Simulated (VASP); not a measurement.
Output of a VASP run:

**OSZICAR**
```
       N       E                     dE             d eps       ncg     rms          rms(c)
DAV:   1     0.101060932602E+03    0.10106E+03   -0.84818E+03   762   0.118E+03
DAV:   2    -0.188826510468E+01   -0.10295E+03   -0.94636E+02   909   0.247E+02
DAV:   3    -0.618370317636E+01   -0.42954E+01   -0.42805E+01   889   0.550E+01
DAV:   4    -0.621956931553E+01   -0.35866E-01   -0.35859E-01   864   0.561E+00
DAV:   5    -0.622004811577E+01   -0.47880E-03   -0.47880E-03   874   0.647E-01    0.787E+00
DAV:   6    -0.606499875381E+01    0.15505E+00   -0.37527E-01   832   0.875E+00    0.511E+00
DAV:   7    -0.606234932689E+01    0.26494E-02   -0.75429E-02   764   0.220E+00    0.214E+00
DAV:   8    -0.606095232573E+01    0.13970E-02   -0.42978E-03   819   0.832E-01    0.325E-01
DAV:   9    -0.606091316170E+01    0.39164E-04   -0.57281E-04   859   0.340E-01    0.446E-02
DAV:  10    -0.606093268519E+01   -0.19523E-04   -0.33359E-05   829   0.595E-02    0.177E-02
DAV:  11    -0.606093857624E+01   -0.58910E-05   -0.47776E-06   779   0.229E-02    0.284E-03
DAV:  12    -0.606093851684E+01    0.59390E-07   -0.28710E-07   884   0.731E-03
   1 F= -.60609385E+01 E0= -.60609385E+01  d E =-.471440E-14
```

OUTCAR:
```
------------------------ aborting loop because EDIFF is reached ----------------------------------------
  FORCE on cell =-STRESS in cart. coord.  units (eV):
  Direction    XX          YY          ZZ          XY          YZ          ZX
  --------------------------------------------------------------------------------------
  Total        0.0456566      0.0456566      0.0456566      0.0000000      0.0000000      0.0000000
  in kB        1.8182575      1.8182575      1.8182575      0.0000000      0.0000000      0.0000000
  external PRESSURE =       1.8182575 kB  Pullay stress =       0.0000000 kB
  volume of cell :       40.23
      direct lattice vectors                 reciprocal lattice vectors
     0.000000000  2.719628581  2.719628581    -0.183848634  0.183848634  0.183848634
     2.719628581  0.000000000  2.719628581     0.183848634 -0.183848634  0.183848634
     2.719628581  2.719628581  0.000000000     0.183848634  0.183848634 -0.183848634
  FREE ENERGIE OF THE ION-ELECTRON SYSTEM (eV)
  ---------------------------------------------------
  free  energy   TOTEN  =        -6.0609385168 eV

  energy  without entropy=       -6.0609385168  energy(sigma->0) =       -6.06093852
```
(Selected blocks of OUTCAR.)

### POSCAR
```
AgCl
1
    0.0000000000     2.7196285811     2.7196285811
    2.7196285811     0.0000000000     2.7196285811
    2.7196285811     2.7196285811     0.0000000000
Ag Cl
1 1
Direct
  1.0000000000   1.0000000000   0.0000000000
  0.5000000000   0.5000000000   0.5000000000
```

Write an INCAR and KPOINTS that could have produced this output.

One answer among several that fit: the input of the run itself, PBEsol GGA, plane waves, VASP's PBE PAW potentials (set 64).

**INCAR**
```
# general
SYSTEM  = AgCl
PREC    = Accurate
ENCUT   = 480
LREAL   = .FALSE.
LASPH   = .TRUE.

# electronic loop
EDIFF   = 1E-7
NELM    = 100
ALGO    = Normal
LMAXMIX = 4

# smearing
ISMEAR  = 0
SIGMA   = 0.05

# functional
GGA     = PS

# ions
ISIF    = 2

# output
LWAVE   = .FALSE.
LCHARG  = .FALSE.
```

KPOINTS:
```
Automatic mesh
0
Gamma
8 8 8
0 0 0
```

POTCAR, in this order: Ag Cl (PBE.64 set). Program: vasp_std.

The compound is AgCl in the rock salt structure. It was relaxed first, which changed the volume by -6 %.
